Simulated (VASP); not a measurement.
Data:

```
CELL_PARAMETERS angstrom
      2.09772    -5.18704     0.00000
      2.09772     5.18704     0.00000
      0.00000     0.00000     3.78702
ATOMIC_POSITIONS crystal
  Y  0.14022 0.85978 0.25000
  Y  0.85978 0.14022 0.75000
  Si 0.42391 0.57609 0.25000
  Si 0.57609 0.42391 0.75000
```

Level of theory: LDA (Ceperley-Alder, Perdew-Zunger) with spin-orbit coupling, VASP's LDA PAW potentials (set 64) (plane waves; VASP). Run with 400 eV cut-off, 7×7×7 Γ-centred mesh, Gaussian smearing of 0.050 eV, potentials Y_sv Si.

### Question
Give the energies of bands 23 to 36 at the high-symmetry points, in eV from the Fermi level.

### Answer

```json
[
 {"band": "23", "Γ": "-2.32", "Y": "-2.05", "C0": "-2.43", "Z": "-3.01", "A0": "-3.44", "T": "-3.88", "S": "-2.88", "R": "-3.15"},
 {"band": "24", "Γ": "-2.32", "Y": "-2.05", "C0": "-2.43", "Z": "-3.01", "A0": "-3.44", "T": "-3.88", "S": "-2.88", "R": "-3.15"},
 {"band": "25", "Γ": "-1.66", "Y": "-1.89", "C0": "-2.21", "Z": "-2.17", "A0": "-2.00", "T": "-1.68", "S": "-2.42", "R": "-2.19"},
 {"band": "26", "Γ": "-1.66", "Y": "-1.89", "C0": "-2.21", "Z": "-2.17", "A0": "-2.00", "T": "-1.68", "S": "-2.42", "R": "-2.19"},
 {"band": "27", "Γ": "-1.39", "Y": "-1.17", "C0": "-1.83", "Z": "-2.17", "A0": "-1.96", "T": "-1.68", "S": "-1.77", "R": "-2.19"},
 {"band": "28", "Γ": "-1.39", "Y": "-1.17", "C0": "-1.83", "Z": "-2.17", "A0": "-1.96", "T": "-1.68", "S": "-1.77", "R": "-2.19"},
 {"band": "29", "Γ": "0.23", "Y": "-0.76", "C0": "0.59", "Z": "-0.98", "A0": "-0.25", "T": "-0.11", "S": "0.33", "R": "-0.40"},
 {"band": "30", "Γ": "0.23", "Y": "-0.76", "C0": "0.59", "Z": "-0.98", "A0": "-0.25", "T": "-0.11", "S": "0.33", "R": "-0.40"},
 {"band": "31", "Γ": "0.82", "Y": "1.48", "C0": "0.66", "Z": "-0.98", "A0": "-0.24", "T": "-0.11", "S": "0.85", "R": "-0.40"},
 {"band": "32", "Γ": "0.82", "Y": "1.48", "C0": "0.66", "Z": "-0.98", "A0": "-0.24", "T": "-0.11", "S": "0.85", "R": "-0.40"},
 {"band": "33", "Γ": "1.73", "Y": "1.74", "C0": "1.29", "Z": "3.17", "A0": "2.37", "T": "1.56", "S": "1.38", "R": "3.21"},
 {"band": "34", "Γ": "1.73", "Y": "1.74", "C0": "1.29", "Z": "3.17", "A0": "2.37", "T": "1.56", "S": "1.38", "R": "3.21"},
 {"band": "35", "Γ": "2.59", "Y": "2.15", "C0": "1.66", "Z": "3.17", "A0": "2.38", "T": "1.56", "S": "2.29", "R": "3.21"},
 {"band": "36", "Γ": "2.59", "Y": "2.16", "C0": "1.66", "Z": "3.18", "A0": "2.38", "T": "1.56", "S": "2.29", "R": "3.21"}
]
```

It has no gap at this level: it comes out as a metal or semimetal.

The structure comes from a computed database's YSi entry (Cmcm); how it stands against other phases isn't given here. It was relaxed first, which changed the volume by -5 %.
